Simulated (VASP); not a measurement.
Write the native input for VASP 6.6.1 that does the following.

- Task: relaxation of cell and atoms
- Functional: PBEsol
- Potentials or basis: VASP PAW PBE potentials, release 64 (Zr_sv)
- Cutoff: 600 eV
- k mesh: 15 × 15 × 7
- Occupations: methfessel-paxton, width 0.1 eV
- Spin: no spin polarisation
- Further INCAR settings: ALGO = Normal; EDIFF = 1e-07; IBRION = 2; EDIFFG = -0.005; NSW = 90; ISIF = 3

The structure of Zr lies in POSCAR:

```
Zr                                      
1.0
    3.1855448964      0.0000000000     -0.0000000000
   -1.5927724482      2.7587628004     -0.0000000000
    0.0000000000     -0.0000000000      5.1135346540
  Zr            
     2
Direct
     0.3333333300000021    0.6666666699999979    0.2500000000000000
     0.6666666699999979    0.3333333300000021    0.7500000000000000
```

The input as run:

INCAR

```
PREC = Accurate
ENCUT = 600
EDIFF = 1E-7
ISMEAR = 1
SIGMA = 0.1
LREAL = False
LASPH = True
NELM = 80
ALGO = Normal
ISIF = 3
LWAVE = False
LCHARG = False
GGA = PS
IBRION = 2
NSW = 90
EDIFFG = -0.005
```

KPOINTS

```
regular mesh
0
Gamma
  15 15 7
```

Potentials or basis: VASP PAW PBE potentials, release 64 (Zr_sv).

The run is started by

```bash
$ cat potpaw_PBE.64/Zr_sv/POTCAR > POTCAR
$ mpirun -np 1 vasp_std > vasp.out
```

It gave:

```json
{
  "Relaxed volume": "22.48 Å³/atom",
  "Relaxed cell": "a = 3.186 Å, b = 3.186 Å, c = 5.114 Å, α = 90.00°, β = 90.00°, γ = 120.00°",
  "Space group after relaxing (to 0.05 Å)": "P6_3/mmc (No. 194)",
  "Energy gained by relaxing": "0.0 meV/atom",
  "Ionic steps": "3",
  "Pressure after relaxing": "0.0 GPa",
  "Band gap on the k mesh": "none (metal or under the smearing width)"
}
```

Caveat: the PAW data sets were made with another functional, which shifts forces and pressure a little.

Wall time 110 s on 1 thread of Intel(R) Xeon(R) Platinum 8488C (Sapphire Rapids), on a shared host, peak memory 0.23 GiB.
